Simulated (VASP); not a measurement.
Set up this calculation in VASP 6.6.1, as the native input.

* Task: relaxation of the atoms
* Functional: PBE
* Dispersion: D3(BJ)
* Potentials or basis: VASP PAW PBE potentials, release 64 (H, C)
* Cutoff: 520 eV
* k mesh: 1 × 1 × 1
* Occupations: fermi-dirac, width 0.05 eV
* Spin: no spin polarisation
* Dipole correction: no
* Further INCAR settings: LREAL = Auto; ALGO = Normal; EDIFF = 1e-06; IBRION = 2; EDIFFG = -0.3; NSW = 35

The structure of H6C lies in POSCAR:

```
H6C
1.0
    7.1919660000      0.0000000000      0.0000000000
    0.0000000000      7.1919660000      0.0000000000
    0.0000000000      0.0000000000      7.1919660000
H C
24 4
Direct
    0.3819999000      0.5295693000      0.2470074000
    0.3343020000      0.5852262000      0.1753613000
    0.7997031000      0.5196711000      0.8417903000
    0.8338128000      0.4461689000      0.9045589000
    0.1566596000      0.9795284000      0.6234614000
    0.1931250000      0.9988162000      0.5296307000
    0.7344998000      0.0746297000      0.4239698000
    0.7499240000     -0.0254547000      0.4398178000
    0.2961522000      0.7245159000      0.9363769000
    0.0837871000      0.6046115000      0.8946736000
    0.2863164000      0.5462416000      0.7650973000
    0.1721566000      0.7621663000      0.7256100000
    0.3966382000      0.0202380000      0.1460558000
    0.3163014000      0.2513437000      0.1092962000
    0.1648039000      0.0598730000      0.0692634000
    0.3546567000      0.1015189000     -0.0838270000
    0.8517548000      0.2215634000      0.2369918000
    0.6953663000      0.0409665000      0.1726291000
    0.9211931000      0.0507463000      0.0720221000
    0.7511367000      0.2197672000      0.0109655000
    0.0627123000      0.7795988000      0.1134750000
    0.0684748000      0.9482801000      0.2943854000
    0.2621774000      0.7985609000      0.2586275000
    0.0508926000      0.7078270000      0.3499581000
    0.2096031000      0.6593838000      0.8304395000
    0.3081000000      0.1082434000      0.0601971000
    0.8048627000      0.1332609000      0.1231521000
    0.1110643000      0.8085667000      0.2541115000
```

The cell was built by a generator and needn't be a form met in nature.

These files were run (other wordings do the same):

INCAR

```
SYSTEM = H6C
  PREC = Accurate
  ENCUT = 520
  EDIFF = 1E-6
  ISMEAR = -1
  SIGMA = 0.05
  LREAL = Auto
  LASPH = .TRUE.
  NELM = 100
  ALGO = Normal
  ISIF = 2
  LWAVE = .FALSE.
  LCHARG = .FALSE.
  GGA = PE
  IVDW = 12
  IBRION = 2
  NSW = 35
  EDIFFG = -0.3
```

KPOINTS

```
regular mesh
0
G
  1 1 1
  0 0 0
```

Potentials or basis: VASP PAW PBE potentials, release 64 (H, C).

Launch:

```bash
$ cat potpaw_PBE.64/H/POTCAR potpaw_PBE.64/C/POTCAR > POTCAR
$ mpirun -np 1 vasp_gam > vasp.out
```

It gave:

```json
{
  "Energy gained by relaxing": "33.1 meV/atom",
  "Ionic steps": "15",
  "Pressure after relaxing": "0.7 GPa",
  "Largest force after relaxing": "0.224 eV/Å",
  "Band gap on the k mesh": "7.98 eV, direct",
  "Dispersion energy per atom": "-0.024 eV"
}
```

Wall time 6.3 min on 1 thread of AMD EPYC 7R13 Processor (Zen 3), on a shared host, peak memory 0.36 GiB.
